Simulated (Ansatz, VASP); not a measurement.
**Cross-check of Hf (Hafnium) between VASP and Ansatz**

Aim: how closely do two programs agree when they are given the same cell, functional and k mesh? The cell is taken from a series of runs on this material, whose earlier steps may have relaxed, scaled, displaced or heated it; both programs get it as it stands.

Program: Ansatz 0.2.0. Level of theory: plane waves, with VASP 6.6.1 beside it; zone-centre phonons at PBEsol. Results are calculated unless marked as measured.

## (1) Starting point

It takes space group P6_3/mmc (No. 194, hexagonal). Conventional cell: a = 3.127 Å, b = 3.127 Å, c = 5.195 Å, α = 90.00°, β = 90.00°, γ = 120.00°. Hf has 12 Hf at 3.13 to 3.16 Å nearest.

## (2) VASP: zone-centre phonons, PBEsol

Second derivatives magnify differences that forces hide, and they need a tight electronic threshold.

Lines of VASP's logs that name or quote its potential files are left out, and so is its time.

Contents of INCAR:

```
SYSTEM = Hf
PREC = Accurate
ENCUT = 500
EDIFF = 1E-08
NELM = 120
ISMEAR = 1
SIGMA = 0.2
LREAL = .FALSE.
ALGO = Normal
GGA = PS
NBANDS = 16
LASPH = .TRUE.
LORBIT = 11
LWAVE = .FALSE.
LCHARG = .FALSE.
ISIF = 2
IBRION = 8
GGA_COMPAT = .FALSE.
KPAR = 2
```

Contents of POSCAR:

```
Hf
1.0
    3.1270437562      0.0000000000      0.0000000000
   -1.5635218781      2.7080993316      0.0000000000
    0.0000000000      0.0000000000      5.1951950828
Hf
2
Direct
    0.3333333348      0.6666666652      0.2500000000
    0.6666666652      0.3333333348      0.7500000000
```

Contents of KPOINTS:

```
Automatic mesh
0
Gamma
15 15 8
0 0 0
```

PAW data sets: Hf_pv (PBE family, release 64).

The run is started by

```
$ mpirun -np 2 vasp_std
```

Numbers of over 12 decimals in the logs are rounded to 6 here.

What it wrote:

```text
[banner, memory and clock lines left out]
running    2 mpi-ranks, on    1 nodes
 distrk:  each k-point on    1 cores,    2 groups
 distr:  one band on    1 cores,    1 groups

 POSCAR found type information on POSCAR Hf
 POSCAR found :  1 types and       2 ions
|                                                                             |
|               ----> ADVICE to this user running VASP <----                  |
|                                                                             |
|     You enforced a specific xc type in the INCAR file but a different       |
|     [... a line on the potential file left out ...]
|     I HOPE YOU KNOW WHAT YOU ARE DOING!                                     |
|                                                                             |

 LDA part: xc-table for (Slater+PW92), standard interpolation
 POSCAR, INCAR and KPOINTS ok, starting setup
 FFT: planning ... GRIDC
 FFT: planning ... GRID_SOFT
 FFT: planning ... GRID
 WAVECAR not read
 entering main loop
       N       E                     dE             d eps       ncg     rms          rms(c)
DAV:   1     0.452040827265E+02    0.45204E+02   -0.11332E+04  4320   0.115E+03
DAV:   2    -0.201155497657E+02   -0.65320E+02   -0.63986E+02  5696   0.248E+02
DAV:   3    -0.217263302127E+02   -0.16108E+01   -0.16055E+01  5672   0.265E+01
DAV:   4    -0.217388528167E+02   -0.12523E-01   -0.12520E-01  5376   0.287E+00
DAV:   5    -0.217390031308E+02   -0.15031E-03   -0.15030E-03  5704   0.263E-01    0.661E+01
DAV:   6    -0.211766265219E+02    0.56238E+00   -0.51387E-01  5120   0.474E+00    0.391E+01
DAV:   7    -0.209804207394E+02    0.19621E+00   -0.84867E-01  5232   0.586E+00    0.182E+00
DAV:   8    -0.209698009266E+02    0.10620E-01   -0.54218E-02  4984   0.159E+00    0.521E-01
DAV:   9    -0.209699017282E+02   -0.10080E-03   -0.11649E-03  6072   0.252E-01    0.203E-01
DAV:  10    -0.209698910949E+02    0.10633E-04   -0.38854E-05  5056   0.456E-02    0.169E-01
DAV:  11    -0.209698933499E+02   -0.22549E-05   -0.40416E-06  5880   0.144E-02    0.615E-03
DAV:  12    -0.209698933340E+02    0.15854E-07   -0.38188E-07  5128   0.418E-03    0.555E-03
DAV:  13    -0.209698932308E+02    0.10324E-06   -0.14708E-08  4048   0.976E-04    0.498E-04
DAV:  14    -0.209698932182E+02    0.12553E-07   -0.13552E-09  3248   0.315E-04    0.289E-04
DAV:  15    -0.209698932227E+02   -0.44502E-08   -0.16975E-10  2800   0.103E-04
   1 F= -.20969893E+02 E0= -.20970929E+02  d E =0.310781E-02
 Linear response reoptimize wavefunctions to high precision
DAV:   1    -0.209698932233E+02   -0.56980E-09   -0.29993E-11  2928   0.445E-05
DAV:   2    -0.209698932232E+02    0.14552E-10   -0.74612E-12  2664   0.178E-05
 Linear response DOF=           2
 Linear response progress:
  Degree of freedom:   1/  2
       N       E                     dE             d eps       ncg     rms          rms(c)
RMM:   1    -0.199968548446E+00   -0.19997E+00    0.45967E+00 18635   0.120E+01
RMM:   2    -0.205659459732E+00   -0.56909E-02   -0.37529E-02 27767   0.121E+00    0.553E-01
RMM:   3    -0.204776936891E+00    0.88252E-03   -0.44356E-03 35142   0.267E-01    0.124E-01
RMM:   4    -0.204388181543E+00    0.38876E-03   -0.47040E-04 41126   0.912E-02    0.178E-01
RMM:   5    -0.203911806428E+00    0.47638E-03   -0.77341E-05 37908   0.437E-02    0.183E-02
RMM:   6    -0.203836802316E+00    0.75004E-04   -0.72823E-05 42813   0.149E-02    0.265E-02
RMM:   7    -0.203838343236E+00   -0.15409E-05   -0.41188E-05 37847   0.679E-03    0.310E-02
RMM:   8    -0.203829952595E+00    0.83906E-05   -0.10578E-05 39257   0.263E-03    0.125E-02
RMM:   9    -0.203827904798E+00    0.20478E-05   -0.10827E-05 41225   0.122E-03    0.281E-03
RMM:  10    -0.203828319203E+00   -0.41440E-06   -0.60767E-06 42262   0.353E-04    0.218E-04
RMM:  11    -0.203828606507E+00   -0.28730E-06   -0.36570E-06 40243   0.154E-04    0.650E-04
RMM:  12    -0.203828616418E+00   -0.99112E-08   -0.18167E-06 39851   0.707E-05    0.953E-05
RMM:  13    -0.203828656755E+00   -0.40336E-07   -0.95694E-07 41182   0.365E-05    0.683E-05
RMM:  14    -0.203828673376E+00   -0.16621E-07   -0.47317E-07 38125   0.211E-05    0.938E-06
RMM:  15    -0.203828683501E+00   -0.10125E-07   -0.24807E-07 32611   0.143E-05    0.780E-06
RMM:  16    -0.203828690572E+00   -0.70707E-08   -0.13346E-07 30447   0.114E-05    0.113E-05
RMM:  17    -0.203828691475E+00   -0.90355E-09   -0.70041E-08 25452   0.937E-06    0.141E-06
 first order change of Fermi-energy  -0.41668E-05
 force on displaced ion       1 direction 1 :  -1.656  -0.000   0.000
 Linear response progress:
  Degree of freedom:   2/  2
       N       E                     dE             d eps       ncg     rms          rms(c)
RMM:   1    -0.247303442712E+00   -0.24730E+00    0.47438E+00  6460   0.123E+01
RMM:   2    -0.257589599012E+00   -0.10286E-01   -0.44029E-02  9536   0.126E+00    0.716E-01
RMM:   3    -0.256742548871E+00    0.84705E-03   -0.33361E-03 11128   0.281E-01    0.179E-01
RMM:   4    -0.256567674992E+00    0.17487E-03   -0.52465E-04 13218   0.962E-02    0.198E-01
RMM:   5    -0.256276617909E+00    0.29106E-03    0.13944E-04 13014   0.401E-02    0.556E-02
RMM:   6    -0.256157462676E+00    0.11916E-03    0.23496E-05 12071   0.203E-02    0.452E-02
RMM:   7    -0.256171247044E+00   -0.13784E-04   -0.10914E-05 12446   0.595E-03    0.230E-02
RMM:   8    -0.256177016486E+00   -0.57694E-05    0.11289E-05 13097   0.329E-03    0.438E-03
RMM:   9    -0.256168685200E+00    0.83313E-05    0.76576E-06 13476   0.179E-03    0.281E-03
RMM:  10    -0.256167990971E+00    0.69423E-06    0.17132E-06 13531   0.488E-04    0.553E-04
RMM:  11    -0.256168139554E+00   -0.14858E-06    0.67750E-07 13957   0.181E-04    0.242E-04
RMM:  12    -0.256168118728E+00    0.20826E-07    0.47361E-07 14256   0.708E-05    0.932E-05
RMM:  13    -0.256168144125E+00   -0.25397E-07    0.12031E-07 13959   0.342E-05    0.163E-05
RMM:  14    -0.256168151124E+00   -0.69993E-08    0.30714E-07 12940   0.195E-05    0.678E-06
RMM:  15    -0.256168199592E+00   -0.48467E-07   -0.14106E-07 13307   0.144E-05    0.103E-06
RMM:  16    -0.256168182215E+00    0.17377E-07    0.15217E-07  9684   0.111E-05    0.475E-07
RMM:  17    -0.256168209001E+00   -0.26786E-07   -0.81042E-08  8319   0.991E-06    0.328E-07
RMM:  18    -0.256168198751E+00    0.10250E-07    0.54535E-08  7852   0.943E-06    0.142E-07
RMM:  19    -0.256168201257E+00   -0.25063E-08    0.65822E-08  7098   0.912E-06    0.136E-07
 first order change of Fermi-energy  -0.16708E-03
 force on displaced ion       1 direction 3 :  -0.000   0.000  -2.659
 Linear response finished
```

Parts of OUTCAR (step 2):

```text
ion  position               nearest neighbor table
   1  0.333  0.667  0.250-   2 3.16   2 3.16   2 3.16   2 3.16   2 3.16   2 3.16
   2  0.667  0.333  0.750-   1 3.16   1 3.16   1 3.16   1 3.16   1 3.16   1 3.16

  LATTYP: Found a hexagonal cell.
 ALAT       =     3.1270437562
 C/A-ratio  =     1.6613758834

 Subroutine GETGRP returns: Found 24 space group operations
 (whereof 12 operations were pure point group operations)

The static configuration has the point symmetry D_3d.
 The point group associated with its full space group is D_6h.

 Found    135 irreducible k-points:

   k-points           NKPTS =    135   k-points in BZ     NKDIM =    135   number of bands    NBANDS=     16

   dimension x,y,z NGX =    24 NGY =   24 NGZ =   40
   dimension x,y,z NGXF=    48 NGYF=   48 NGZF=   80

   ENCUT  =  500.0 eV  36.75 Ry    6.06 a.u.   5.70  5.70  9.47*2*pi/ulx,y,z

   NELECT =      20.0000    total number of electrons

 k-points in reciprocal lattice and weights: Automatic mesh
   0.00000000  0.00000000  0.00000000       0.001
   0.06666667  0.00000000  0.00000000       0.003
   0.13333333  0.00000000  0.00000000       0.003
   0.20000000  0.00000000  0.00000000       0.003
   0.26666667  0.00000000  0.00000000       0.003
   0.33333333  0.00000000  0.00000000       0.003
   0.40000000  0.00000000  0.00000000       0.003
   0.46666667  0.00000000  0.00000000       0.003
   0.06666667  0.06666667  0.00000000       0.003
[...]
0.33333333  0.26666667  0.50000000       0.007
   0.33333333  0.33333333  0.50000000       0.001

 average (electrostatic) potential at core
       1 -36.9967       2 -36.9967

  Total       -0.0939120     -0.0939120     -1.7713640     -0.0000000      0.0000000      0.0000000
  in kB       -3.4200415     -3.4200415    -64.5086568     -0.0000000      0.0000000      0.0000000
  external PRESSURE =     -23.7829133 kB  Pullay stress =       0.0000000 kB

  energy-cutoff  :      500.00
  volume of cell :       43.99
      direct lattice vectors                 reciprocal lattice vectors
     3.127043756  0.000000000  0.000000000     0.319790856  0.184631337  0.000000000
    -1.563521878  2.708099332  0.000000000     0.000000000  0.369262674  0.000000000
     0.000000000  0.000000000  5.195195083     0.000000000  0.000000000  0.192485553

 POSITION                                       TOTAL-FORCE (eV/Angst)
 -----------------------------------------------------------------------------------
      0.00000      1.80540      1.29880         0.000000     -0.000000      0.000000
      1.56352      0.90270      3.89640        -0.000000      0.000000      0.000000
 -----------------------------------------------------------------------------------
    total drift:                               -0.000001      0.000000     -0.000000

 Eigenvectors and eigenvalues of the dynamical matrix
 ----------------------------------------------------

   1 f  =    2.698367 THz    16.954341 2PiTHz   90.007840 cm-1    11.159545 meV
             X         Y         Z           dx          dy          dz
      0.000000  1.805400  1.298799    -0.000000    0.000000    0.707107
      1.563522  0.902700  3.896396     0.000000   -0.000000   -0.707107

   2 f  =    2.129507 THz    13.380084 2PiTHz   71.032693 cm-1     8.806928 meV
             X         Y         Z           dx          dy          dz
      0.000000  1.805400  1.298799     0.707107    0.000000    0.000000
      1.563522  0.902700  3.896396    -0.707107    0.000000    0.000000

   3 f  =    2.129507 THz    13.380084 2PiTHz   71.032693 cm-1     8.806928 meV
             X         Y         Z           dx          dy          dz
      0.000000  1.805400  1.298799     0.000000   -0.707107    0.000000
      1.563522  0.902700  3.896396    -0.000000    0.707107   -0.000000

   4 f  =    0.000000 THz     0.000000 2PiTHz    0.000001 cm-1     0.000000 meV
             X         Y         Z           dx          dy          dz
      0.000000  1.805400  1.298799    -0.682998    0.178842   -0.039110
      1.563522  0.902700  3.896396    -0.682998    0.178842   -0.039110

   5 f  =    0.000000 THz     0.000000 2PiTHz    0.000000 cm-1     0.000000 meV
             X         Y         Z           dx          dy          dz
      0.000000  1.805400  1.298799    -0.072920   -0.127208    0.691738
      1.563522  0.902700  3.896396    -0.072920   -0.127208    0.691738

   6 f/i=    0.000000 THz     0.000000 2PiTHz    0.000001 cm-1     0.000000 meV
             X         Y         Z           dx          dy          dz
      0.000000  1.805400  1.298799     0.167919    0.672186    0.141314
      1.563522  0.902700  3.896396     0.167919    0.672186    0.141314

 ELASTIC MODULI CONTR FROM IONIC RELAXATION (kBar)
 Direction    XX          YY          ZZ          XY          YZ          ZX
 --------------------------------------------------------------------------------
 XX        -145.6181    145.6181     -0.0000     -0.0000      0.0000      0.0000
 YY         145.6181   -145.6181      0.0000      0.0000      0.0000      0.0000
 ZZ          -0.0000      0.0000     -0.0000     -0.0000      0.0000      0.0000
 XY          -0.0000      0.0000     -0.0000   -145.6181     -0.0000      0.0000
 YZ           0.0000      0.0000      0.0000     -0.0000     -0.0000      0.0000
 ZX           0.0000      0.0000      0.0000      0.0000      0.0000      0.0000
 --------------------------------------------------------------------------------
```

Harder data sets than Hf_pv exist (the GW ones), and pressures, volumes and forces can shift noticeably with them.

[end of part 1 of 2]

[Lines on the potential files, build, host, timing and source positions are cut from VASP's logs without a mark.]

[Logs are printed without paths, hosts, clocks, repeated set-up lines and the standing remarks that a program may print on its own settings, such as how far it seeks lower states.]

[Hosts, paths, dates, database ids (printed as entryN), source tags and the programs' standing remarks are cut or masked in the printed files.]
